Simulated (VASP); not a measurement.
Method: PBE GGA, VASP's PBE PAW potentials (set 64) (plane waves; VASP).

A VASP calculation is set up with these files.

INCAR:
```
LCHARG = .FALSE.
ALGO = Normal
EDIFFG = -0.01   # ionic stop
IBRION = 2   # conjugate gradients
LWAVE = .FALSE.
ISIF = 2   # forces and stress, cell fixed
NELM = 100
SIGMA = 0.05   # width (eV)
ISMEAR = -1   # Fermi-Dirac
LREAL = .FALSE.   # projection in real space or not
LASPH = .TRUE.
ENCUT = 300   # plane-wave cut-off (eV)
PREC = Accurate
GGA = PE   # PBE
EDIFF = 1E-6   # SCF stop (eV)
LMAXMIX = 4   # l cut-off of mixed one-centre charges
SYSTEM = MoTe2
NSW = 50
```

### POSCAR
```
MoTe2
1
    1.7707360000    -3.0670050000     0.0000000000
    1.7707360000     3.0670050000     0.0000000000
    0.0000000000     0.0000000000    14.0451560000
Te Mo
4 2
Direct
  0.3333330000   0.6666670000   0.8790000000
  0.6666670000   0.3333330000   0.3790000000
  0.6666670000   0.3333330000   0.1210000000
  0.3333330000   0.6666670000   0.6210000000
  0.3333330000   0.6666670000   0.2500000000
  0.6666670000   0.3333330000   0.7500000000
```

File KPOINTS:
```
Automatic mesh
0
Gamma
7 7 2
0 0 0
```

POTCAR, in this order: Te Mo_sv (PBE.64 set). Program: vasp_std.

At this cut-off the stress carries a Pulay error, which pulls relaxed volumes low.

What does the run give for the energy per atom (σ→0)?

```yaml
energy per atom (σ→0): -6.003 eV/atom
```

### OSZICAR
```
...
DAV:   4    -0.360183947758E+02   -0.14798E-05   -0.12815E-06   650   0.663E-03    0.299E-03
DAV:   5    -0.360183949208E+02   -0.14497E-06   -0.31709E-07   587   0.342E-03
   2 F= -.36018395E+02 E0= -.36018384E+02  d E =-.180125E-03
       N       E                     dE             d eps       ncg     rms          rms(c)
DAV:   1    -0.360184126413E+02   -0.17866E-04   -0.10426E-03  1006   0.114E-01    0.280E-02
DAV:   2    -0.360184165062E+02   -0.38649E-05   -0.42787E-05  1004   0.248E-02    0.121E-02
DAV:   3    -0.360184170207E+02   -0.51446E-06   -0.68256E-07   699   0.433E-03
   3 F= -.36018417E+02 E0= -.36018406E+02  d E =-.202225E-03
```

The structure is a typed MoTe2 crystal. This run relaxes the ions in a fixed cell. Symmetry was kept, so distortions that lower it aren't found. The run is one of a series of settings (EDIFFG = -0.01, IBRION = 2, NSW = 50 against the base run), some of them coarse on purpose.
